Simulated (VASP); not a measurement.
Data:

```
RhSi
1.0
    0.00000     2.62897     2.62897
    2.62897     0.00000     2.62897
    2.62897     2.62897     0.00000
Rh Si
1 1
Direct
  0.00000   0.00000   0.00000
  0.25000   0.25000   0.25000
```

Calculation: PBEsol GGA, VASP's PBE PAW potentials (set 64) (plane waves; VASP 6.6.1). Numerical set-up: 400 eV cut-off, 13×13×13 Γ-centred mesh, tetrahedra with Blöchl corrections, potentials Rh_pv Si.

Task: What does the run give for the energy per atom (σ→0), band gap (on the k-mesh) with the smallest direct gap where there is one?

Result: 
The band gap (on the k-mesh) comes out as none (metal, semimetal or under 0.01 eV) and the energy per atom (σ→0) comes out as -7.104 eV/atom.

Only differences to runs with the same potentials and settings are physical.

The structure was generated: RhSi was put into the zinc blende type (F-43m), which need not be its known phase. It was relaxed first, which changed the volume by -27 %. The electron count is odd and the run is not spin-polarised, which forces a metal.
